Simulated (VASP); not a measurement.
# Si16CO in VASP: a series of runs

Runs on Si16CO. Level: PBE. Tasks: single point.

Everything below comes from runs of VASP 6.6.1. Logs are shortened: lines on timing, memory, paths and dates and some standing lists are left out, and cuts for length are marked.

## Step 1: The slab as given

The cell holds a slab with vacuum, 18 atoms: a = 7.735 Å, b = 7.735 Å, c = 22.112 Å, α = 90.00°, β = 90.00°, γ = 90.00°.

## Step 2: Single point, PBE

Contents of INCAR:

```
ALGO = Fast
DIPOL = 0.5 0.5 0.281
EDIFF = 1E-7
ENCUT = 520
GGA = PE
IDIPOL = 3
ISIF = 2
ISMEAR = 0
LASPH = True
LCHARG = False
LDIPOL = True
LREAL = Auto
LWAVE = False
NBANDS = 52
NELM = 100
PREC = Accurate
SIGMA = 0.05
```

Contents of KPOINTS:

```
k-points
0
Gamma
  4 4 1
```

Contents of POSCAR:

```
Si16CO
1.0
    7.7354121591      0.0000000000      0.0000000000
    0.0000000000      7.7354121591      0.0000000000
    0.0000000000      0.0000000000     22.1119221361
Si C O
16 1 1
Direct
    0.0000000000      0.2500000000      0.1808978874
    0.0000000000      0.7500000000      0.1808978874
    0.5000000000      0.2500000000      0.1808978874
    0.5000000000      0.7500000000      0.1808978874
    0.0000000000      0.0000000000      0.2427396662
    0.0000000000      0.5000000000      0.2427396662
    0.5000000000      0.0000000000      0.2427396662
    0.5000000000      0.5000000000      0.2427396662
    0.2500000000      0.0000000000      0.3062012287
    0.2500000000      0.5000000000      0.3062012287
    0.7500000000      0.0000000000      0.3062012287
    0.7500000000      0.5000000000      0.3062012287
    0.2500000000      0.2500000000      0.3668573942
    0.2500000000      0.7500000000      0.3668573942
    0.7500000000      0.2500000000      0.3668573942
    0.7500000000      0.7500000000      0.3668573942
    0.5000000000      0.7500000000      0.3257031248
    0.6024243722      0.8524243722      0.3392808722
```

Potentials or basis: VASP PAW PBE potentials, release 64 (Si, C, O).

On the command line:

```
$ cat potpaw_PBE.64/Si/POTCAR potpaw_PBE.64/C/POTCAR potpaw_PBE.64/O/POTCAR > POTCAR
$ mpirun -np 1 vasp_std > vasp.out
```

OUTCAR:

```text
EDIFF = 1E-7
   ENCUT = 520
   GGA = PE
   ISIF = 2
   ISMEAR = 0
   LASPH = True
   LREAL = Auto
   NELM = 100
   PREC = Accurate

 ion  position               nearest neighbor table
   1  0.000  0.250  0.181-   5 2.37   6 2.37
   2  0.000  0.750  0.181-   5 2.37   6 2.37
   3  0.500  0.250  0.181-   7 2.37   8 2.37
   4  0.500  0.750  0.181-   7 2.37   8 2.37
   5  0.000  0.000  0.243-   1 2.37   2 2.37   9 2.39  11 2.39
   6  0.000  0.500  0.243-   1 2.37   2 2.37  10 2.39  12 2.39
   7  0.500  0.000  0.243-   3 2.37   4 2.37   9 2.39  11 2.39  18 2.55
   8  0.500  0.500  0.243-   3 2.37   4 2.37  10 2.39  12 2.39
   9  0.250  0.000  0.306-  13 2.35  14 2.35   5 2.39   7 2.39
  10  0.250  0.500  0.306-  13 2.35  14 2.35   6 2.39   8 2.39
  11  0.750  0.000  0.306-  18 1.77  16 2.35  15 2.35   7 2.39   5 2.39
  12  0.750  0.500  0.306-  15 2.35  16 2.35   6 2.39   8 2.39
  13  0.250  0.250  0.367-   9 2.35  10 2.35
  14  0.250  0.750  0.367-  17 2.14  10 2.35   9 2.35
  15  0.750  0.250  0.367-  11 2.35  12 2.35
  16  0.750  0.750  0.367-  18 1.52  17 2.14  11 2.35  12 2.35
  17  0.500  0.750  0.326-  18 1.16  16 2.14  14 2.14
  18  0.602  0.852  0.339-  17 1.16  16 1.52  11 1.77   7 2.55

  LATTYP: Found a simple tetragonal cell.
 ALAT       =     7.7354121591
 C/A-ratio  =     2.8585318638

  Lattice vectors:

 A1 = (   7.7354121591,   0.0000000000,   0.0000000000)
 A2 = (   0.0000000000,   7.7354121591,   0.0000000000)
 A3 = (   0.0000000000,   0.0000000000,  22.1119221361)

Analysis of symmetry for initial positions (statically):
=====================================================================
 Subroutine PRICEL returns:
 Original cell was already a primitive cell.

 Routine SETGRP: Setting up the symmetry group for a
 simple tetragonal supercell.

 Subroutine GETGRP returns: Found  1 space group operations
 (whereof  1 operations were pure point group operations)
 out of a pool of 16 trial point group operations.

The static configuration has the point symmetry C_1 .

Analysis of symmetry for dynamics (positions and initial velocities):
=====================================================================
 Subroutine PRICEL returns:
 Original cell was already a primitive cell.

 Routine SETGRP: Setting up the symmetry group for a
 simple tetragonal supercell.

 Subroutine GETGRP returns: Found  1 space group operations
 (whereof  1 operations were pure point group operations)
 out of a pool of 16 trial point group operations.

The dynamic configuration has the point symmetry C_1 .

 Subroutine INISYM returns: Found  1 space group operations
 (whereof  1 operations are pure point group operations),
 and found     1 'primitive' translations

----------------------------------------------------------------------------------------

                                     Primitive cell

  volume of cell :    1323.1023

  direct lattice vectors                    reciprocal lattice vectors
     7.735412159  0.000000000  0.000000000     0.129275594  0.000000000  0.000000000
     0.000000000  7.735412159  0.000000000     0.000000000  0.129275594  0.000000000
     0.000000000  0.000000000 22.111922136     0.000000000  0.000000000  0.045224472

  length of vectors
     7.735412159  7.735412159 22.111922136     0.129275594  0.129275594  0.045224472

  position of ions in fractional coordinates (direct lattice)
     0.000000000  0.250000000  0.180897887
     0.000000000  0.750000000  0.180897887
     0.500000000  0.250000000  0.180897887
     0.500000000  0.750000000  0.180897887
     0.000000000  0.000000000  0.242739666
     0.000000000  0.500000000  0.242739666
[... 10 lines left out ...]
     0.500000000  0.750000000  0.325703125
     0.602424372  0.852424372  0.339280872

  ion indices of the primitive-cell ions
   primitive index   ion index
                 1           1
                 2           2
                 3           3
                 4           4
                 5           5
                 6           6
[... 10 lines left out ...]
                17          17
                18          18

----------------------------------------------------------------------------------------

 KPOINTS: k-points

Automatic generation of k-mesh.
 Grid dimensions read from file:
 generate k-points for:    4    4    1

 Generating k-lattice:

  Cartesian coordinates                     Fractional coordinates (reciprocal lattice)
     0.032318898  0.000000000  0.000000000     0.250000000  0.000000000  0.000000000
     0.000000000  0.032318898  0.000000000     0.000000000  0.250000000  0.000000000
     0.000000000  0.000000000  0.045224472     0.000000000  0.000000000  1.000000000

  Length of vectors
     0.032318898  0.032318898  0.045224472

  Shift w.r.t. Gamma in fractional coordinates (k-lattice)
     0.000000000  0.000000000  0.000000000

 Subroutine IBZKPT returns following result:
 ===========================================

 Found     10 irreducible k-points:

 Following reciprocal coordinates:
            Coordinates               Weight
  0.000000  0.000000  0.000000      1.000000
  0.250000  0.000000  0.000000      2.000000
  0.000000  0.250000  0.000000      2.000000
  0.500000  0.000000  0.000000      1.000000
  0.000000  0.500000  0.000000      1.000000
  0.250000  0.250000  0.000000      2.000000
 -0.250000  0.250000  0.000000      2.000000
  0.500000  0.250000  0.000000      2.000000
 -0.250000  0.500000  0.000000      2.000000
  0.500000  0.500000  0.000000      1.000000
   k-points           NKPTS =     10   k-points in BZ     NKDIM =     10   number of bands    NBANDS=     52
   number of dos      NEDOS =    301   number of ions     NIONS =     18
   total plane-waves  NPLWV = 604800
   dimension x,y,z NGX =    60 NGY =   60 NGZ =  168
   dimension x,y,z NGXF=   120 NGYF=  120 NGZF=  336
   ions per type =              16   1   1
   NGX,Y,Z   is equivalent  to a cutoff of  12.89, 12.89, 12.63 a.u.
   NGXF,Y,Z  is equivalent  to a cutoff of  25.79, 25.79, 25.26 a.u.
 SYSTEM =  unknown system
   PREC   = accura    normal or accurate (medium, high low for compatibility)
   ISTART =      0    job   : 0-new  1-cont  2-samecut
   ICHARG =      2    charge: 1-file 2-atom 10-const
   ISPIN  =      1    spin polarized calculation?
   LNONCOLLINEAR =      F non collinear calculations
   LSORBIT =      F    spin-orbit coupling
   LASPH  =      T    aspherical Exc in radial PAW
   ENCUT  =  520.0 eV  38.22 Ry    6.18 a.u.  14.38 14.38 41.11*2*pi/ulx,y,z
   NELM   =    100;   NELMIN=  2; NELMDL= -5     # of ELM steps
   EDIFF  = 0.1E-06   stopping-criterion for ELM
   LREAL  =      T    real-space projection
   EDIFFG = 0.1E-05   stopping-criterion for IOM
   NSW    =      0    number of steps for IOM
   IBRION =     -1    ionic relax: 0-MD 1-quasi-New 2-CG
   NFREE  =      0    steps in history (QN), initial steepest desc. (CG)
   ISIF   =      2    stress and relaxation
   ISYM   =      2    0-nonsym 1-usesym 2-fastsym
   POTIM  = 0.5000    time-step for ionic-motion
   TEBEG  =    0.0;   TEEND  =   0.0 temperature during run
   PSTRESS=    0.0 pullay stress
   NELECT =      74.0000    total number of electrons
   NUPDOWN=      -1.0000    fix difference up-down
   EMIN   =  10.00;   EMAX   =-10.00  energy-range for DOS
   EFERMI =   0.00;   METHOD = LEGACY
   ISMEAR =     0;   SIGMA  =   0.05  broadening in eV -4-tet -1-fermi 0-gaus
   EFERMI_NEDOS =   21; number of points for ismear=-14 and -15
   IALGO  =     68    algorithm
   IMIX   =      4    mixing-type and parameters
     AMIX     =   0.40;   BMIX     =  1.00
     AMIX_MAG =   1.60;   BMIX_MAG =  1.00
  volume/ion in A,a.u.               =      73.51       496.04
  Fermi-wavevector in a.u.,A,eV,Ry     =   0.626067  1.183095  5.332941  0.391960
  Thomas-Fermi vector in A             =   1.687191
   LORBIT       =      0    0 simple, 1 ext, 2 COOP (PROOUT), +10 PAW based schemes
   GGA     = PE    functional components
   LHFCALC =     F    Hartree Fock is set to
   AEXX    =    0.0000 exact exchange contribution
   IVDW    =     0    specifies the selected vdW correction
   LEPSILON=     F    determine dielectric tensor
   LRPA    =     F    only Hartree local field effects (RPA)
 non-spin polarized calculation
 RMM-DIIS sequential band-by-band and
 Gauss-broadening in eV      SIGMA  =   0.05
  energy-cutoff  :      520.00
  volume of cell :     1323.10
 maximum number of plane-waves:     35688
 NGX is ok and might be reduce to    60
   NGX = 29   NGY = 29   NGZ = 83

 dipolmoment           0.000000      0.000000      0.280728 electrons x Angstroem

 number of electron      73.9999992 magnetization

 dipolmoment           0.000000      0.000000     -0.029382 electrons x Angstroem

 Free energy of the ion-electron system (eV)
  ---------------------------------------------------
  ext. energy  EPLUGINS =         0.00000000
  ---------------------------------------------------
  free energy    TOTEN  =       -81.51007093 eV

  energy without entropy =      -81.49596894  energy(sigma->0) =      -81.50301994

 E-fermi :  -2.3271     XC(G=0):  -3.2329

 val. band max:       -2.3439418536   @ k =   0.0000   0.0000   0.0000
 cond. band min:      -2.3120152654   @ k =  -0.2500   0.2500   0.0000
 fundamental gap:      0.0319265882
 Fermi energy:        -2.3271326832

 k-point     1 :       0.0000    0.0000    0.0000
  band No.  band energies     occupation
      1     -30.4324      2.00000
      2     -18.1412      2.00000
      3     -15.1525      2.00000
      4     -13.4770      2.00000
      5     -13.0495      2.00000
      6     -11.7131      2.00000
[... 41 lines left out ...]
     48       0.1721      0.00000
     49       0.3272      0.00000

 k-point     2 :       0.2500    0.0000    0.0000
  band No.  band energies     occupation
      1     -30.4324      2.00000
      2     -18.1421      2.00000
      3     -15.1501      2.00000
      4     -13.4163      2.00000
      5     -13.0330      2.00000
      6     -12.0541      2.00000
[... 41 lines left out ...]
     48       0.1593      0.00000
     49       0.4079      0.00000

 k-point     3 :       0.0000    0.2500    0.0000
  band No.  band energies     occupation
      1     -30.4324      2.00000
      2     -18.1413      2.00000
      3     -15.1590      2.00000
      4     -13.4146      2.00000
      5     -12.9940      2.00000
      6     -12.0487      2.00000
[... 41 lines left out ...]
     48       0.6078      0.00000
     49       0.6981      0.00000

 k-point     4 :       0.5000    0.0000    0.0000
  band No.  band energies     occupation
      1     -30.4324      2.00000
      2     -18.1431      2.00000
      3     -15.1476      2.00000
      4     -13.3481      2.00000
      5     -12.9970      2.00000
      6     -12.3191      2.00000
[... 249 lines left out ...]
     48       0.9231      0.00000
     49       1.0377      0.00000

 k-point     9 :      -0.2500    0.5000    0.0000
  band No.  band energies     occupation
      1     -30.4324      2.00000
      2     -18.1423      2.00000
      3     -15.1625      2.00000
      4     -13.3281      2.00000
      5     -12.8168      2.00000
      6     -12.3226      2.00000
[... 41 lines left out ...]
     48       1.0257      0.00000
     49       1.1883      0.00000

 k-point    10 :       0.5000    0.5000    0.0000
  band No.  band energies     occupation
      1     -30.4324      2.00000
      2     -18.1432      2.00000
      3     -15.1596      2.00000
      4     -13.3054      2.00000
      5     -12.7428      2.00000
      6     -12.1962      2.00000
[... 41 lines left out ...]
     48       1.5005      0.00000
     49       1.5905      0.00000
 [bands above 49 left out]

------------------------ aborting loop because EDIFF is reached ----------------------------------------

 vacuum level on the upper side and lower side of the slab       (xc-potential included)        -0.111        -0.022

  FORCE on cell =-STRESS in cart. coord.  units (eV):
  Direction    XX          YY          ZZ          XY          YZ          ZX
  --------------------------------------------------------------------------------------
  -------------------------------------------------------------------------------------
  Total       11.5220865     11.2403031      7.6379073      4.0785853     -4.2857021      8.3682313
  in kB       13.9523802     13.6111616      9.2489312      4.9388600     -5.1896629     10.1332987
  external PRESSURE =      12.2708243 kB  Pullay stress =       0.0000000 kB

 VOLUME and BASIS-vectors are now :
 -----------------------------------------------------------------------------
  energy-cutoff  :      520.00
  volume of cell :     1323.10
      direct lattice vectors                 reciprocal lattice vectors
     7.735412159  0.000000000  0.000000000     0.129275594  0.000000000  0.000000000
     0.000000000  7.735412159  0.000000000     0.000000000  0.129275594  0.000000000
     0.000000000  0.000000000 22.111922136     0.000000000  0.000000000  0.045224472

 POSITION                                       TOTAL-FORCE (eV/Angst)
 -----------------------------------------------------------------------------------
      0.00000      1.93385      4.00000        -0.200364      0.020334      0.228934
      0.00000      5.80156      4.00000         0.090484     -0.087878      0.222144
      3.86771      1.93385      4.00000         0.160703     -0.068120     -0.024423
      3.86771      5.80156      4.00000         0.083416      0.120386      0.542705
      0.00000      0.00000      5.36744         0.279881     -0.079643     -0.374961
      0.00000      3.86771      5.36744         0.148630     -0.048874     -0.356301
[... 10 lines left out ...]
      3.86771      5.80156      7.20192       -11.690877     -8.710327     -2.708812
      4.66000      6.59385      7.50215        -0.481277     11.565415      1.573165
 -----------------------------------------------------------------------------------
    total drift:                                0.001256      0.000455      0.017945

  FREE ENERGIE OF THE ION-ELECTRON SYSTEM (eV)
  ---------------------------------------------------
  free  energy   TOTEN  =       -81.5100709296 eV

  energy  without entropy=      -81.4959689419  energy(sigma->0) =      -81.50301994

 vacuum level on the upper side and lower side of the slab         2.701         2.792
```

Run time: 11 min. Hardware: 1 thread of Intel Xeon 6975P-C (Granite Rapids), shared host; peak memory 1.4 GiB.

What came out:

| Item | Value |
| --- | --- |
| Free energy | -81.5101 eV |
| Largest force | 14.828 eV/Å |
| Band gap on the k mesh | none (metal or under the smearing width) |

Forces on the atoms (eV/Å):
```
Si   -0.200   0.020   0.229
Si    0.090  -0.088   0.222
Si    0.161  -0.068  -0.024
Si    0.083   0.120   0.543
Si    0.280  -0.080  -0.375
Si    0.149  -0.049  -0.356
Si   -0.165   1.007  -1.538
Si   -0.119   0.043   0.079
Si   -0.281   0.422  -0.202
Si   -0.544  -0.547  -0.242
Si    2.142   2.900  -2.259
Si   -0.115  -0.767  -0.468
Si   -0.013   0.018   0.061
Si    1.603  -0.362  -0.428
Si   -0.079   0.065   0.554
Si    9.181  -5.491   5.340
C   -11.691  -8.710  -2.709
O    -0.481  11.565   1.573
```

Levels at points of the mesh, in eV from the Fermi level:
| k point | band 35 | band 36 | band 37 | band 38 | band 39 | band 40 |
| --- | --- | --- | --- | --- | --- | --- |
| (0.00, 0.00, 0.00) | -0.42 | -0.13 | -0.02 | 0.12 | 0.31 | 0.59 |
| (0.50, 0.00, 0.00) | -0.60 | -0.31 | 0.05 | 0.38 | 0.55 | 0.83 |
| (0.00, 0.50, 0.00) | -0.47 | -0.35 | -0.18 | -0.12 | -0.05 | 0.02 |
| (0.50, 0.50, 0.00) | -0.38 | -0.35 | -0.10 | 0.25 | 0.36 | 0.57 |

Caveat: the standard files for N, O and F lose accuracy on very short bonds.

## Step 3: Single point, PBE

Contents of INCAR:

```
ALGO = Fast
DIPOL = 0.5 0.5 0.281
EDIFF = 1E-6
ENCUT = 520
GGA = PE
IDIPOL = 3
ISIF = 2
ISMEAR = 0
LASPH = T
LCHARG = F
LDIPOL = T
LREAL = Auto
LWAVE = F
NBANDS = 52
NELM = 100
PREC = Accurate
SIGMA = 0.05
```

KPOINTS is that of step 2.

Changes to POSCAR since step 2:

```diff
@@ -25,2 +25,2 @@
     0.5000000000      0.7500000000      0.3257031248
-    0.6024243722      0.8524243722      0.3392808722
+    0.4663874553      0.8754437246      0.3519333185
```

Potentials or basis: VASP PAW PBE potentials, release 64 (Si, C, O).

On the command line:

```
$ cat potpaw_PBE.64/Si/POTCAR potpaw_PBE.64/C/POTCAR potpaw_PBE.64/O/POTCAR > POTCAR
$ mpirun -np 1 vasp_std > vasp.out
```

It took 10 min on 1 thread of Intel Xeon 6975P-C (Granite Rapids), shared host; peak memory 1.3 GiB.

The run converged. Its results:

* Free energy: -83.5072 eV
* Largest force: 9.174 eV/Å
* Band gap on the k mesh: none (metal or under the smearing width)

Forces in eV/Å, atoms in the order of the input:
```
Si   0.027 -0.011  0.230
Si  -0.023  0.079  0.258
Si  -0.044 -0.036 -0.019
Si  -0.088  0.087  0.635
Si  -0.131  0.276 -0.336
Si   0.017  0.055 -0.311
Si   0.026  0.788 -1.119
Si   0.105 -0.435 -0.317
Si  -1.618  1.076 -1.286
Si   0.155 -0.530 -0.545
Si   0.944  0.574 -0.674
Si   0.223 -0.555 -0.295
Si  -0.040  0.103  0.376
Si  -1.798 -0.187  0.975
Si   0.089  0.019  0.162
Si   0.339 -0.614 -0.004
C    3.517 -7.527 -3.606
O   -1.697  6.838  5.876
```

Levels at points of the mesh, in eV from the Fermi level:
```tsv
k point	band 33	band 34	band 35	band 36	band 37	band 38	band 39	band 40	band 41	band 42
(0.00, 0.00, 0.00)	-0.90	-0.72	-0.30	-0.11	-0.08	0.06	0.31	0.60	0.72	1.09
(0.50, 0.00, 0.00)	-0.79	-0.70	-0.64	-0.25	-0.16	0.33	0.66	0.80	0.86	0.93
(0.00, 0.50, 0.00)	-0.67	-0.63	-0.53	-0.21	-0.19	-0.13	-0.06	0.02	0.63	1.26
(0.50, 0.50, 0.00)	-0.51	-0.40	-0.37	-0.31	-0.20	0.41	0.52	0.61	0.68	0.80
```

Caveat: the standard files for N, O and F lose accuracy on very short bonds.
